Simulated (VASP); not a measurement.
A convergence study with VASP on GaN (zinc blende): one setting is varied, all else stays as given below, so the limit is that of these other settings.

```
GaN
1.0
    0.00000     2.26000     2.26000
    2.26000     0.00000     2.26000
    2.26000     2.26000     0.00000
Ga N
1 1
Direct
  0.00000   0.00000   0.00000
  0.25000   0.25000   0.25000
```

These are PBEsol GGA, VASP's PBE PAW potentials (set 64) (plane waves; VASP) values and carry that method's errors. The tightest run used: 700 eV cut-off, 19×19×19 Γ-centred mesh, tetrahedra with Blöchl corrections, potentials Ga_d N.

Gaps are read on the run's mesh, which can miss a band edge.

The settings run are 3×3×3 mesh; 4×4×4 mesh; 5×5×5 mesh; 6×6×6 mesh; 7×7×7 mesh; 8×8×8 mesh; 9×9×9 mesh; 10×10×10 mesh; 11×11×11 mesh; 12×12×12 mesh; 13×13×13 mesh; 14×14×14 mesh; 15×15×15 mesh; 16×16×16 mesh; 17×17×17 mesh; 18×18×18 mesh; 19×19×19 mesh. From which on does the energy per atom stay within 0.001 eV/atom of the tightest run?

From 7×7×7 mesh on: it is off by 0.0008 there and by no more than 0.001 in any finer run, while 6×6×6 mesh is off by 0.0024.
```csv
setting,E (eV/atom),pressure (GPa),gap on the mesh (eV),irreducible k-points,difference judged (eV/atom)
3×3×3 mesh,-6.4097,-2.71,1.552,4,0.1529
4×4×4 mesh,-6.5293,-3.07,1.606,8,0.0333
5×5×5 mesh,-6.5541,-3.09,1.622,10,0.0085
6×6×6 mesh,-6.5602,-3.07,1.627,16,0.0024
7×7×7 mesh,-6.5618,-3.02,1.628,20,0.0008
8×8×8 mesh,-6.5623,-3.01,1.629,29,0.0003
9×9×9 mesh,-6.5625,-3.00,1.629,35,0.0001
10×10×10 mesh,-6.5626,-3.02,1.629,47,0.0000
11×11×11 mesh,-6.5626,-3.02,1.629,56,0.0000
12×12×12 mesh,-6.5626,-3.00,1.629,72,0.0000
13×13×13 mesh,-6.5626,-3.02,1.629,84,0.0000
14×14×14 mesh,-6.5626,-3.02,1.629,104,0.0000
15×15×15 mesh,-6.5626,-3.00,1.629,120,0.0000
16×16×16 mesh,-6.5626,-3.00,1.629,145,0.0000
17×17×17 mesh,-6.5626,-3.00,1.629,165,0.0000
18×18×18 mesh,-6.5626,-3.00,1.629,195,0.0000
19×19×19 mesh,-6.5626,-3.00,1.629,220,0.0000
```

Left out are rungs that failed or repeat a setting and relaxations that didn't move; long series are thinned to 24 rows.

The compound is GaN in the zinc blende structure, a metastable form; wurtzite is the usual one. The cell was not relaxed at this level.
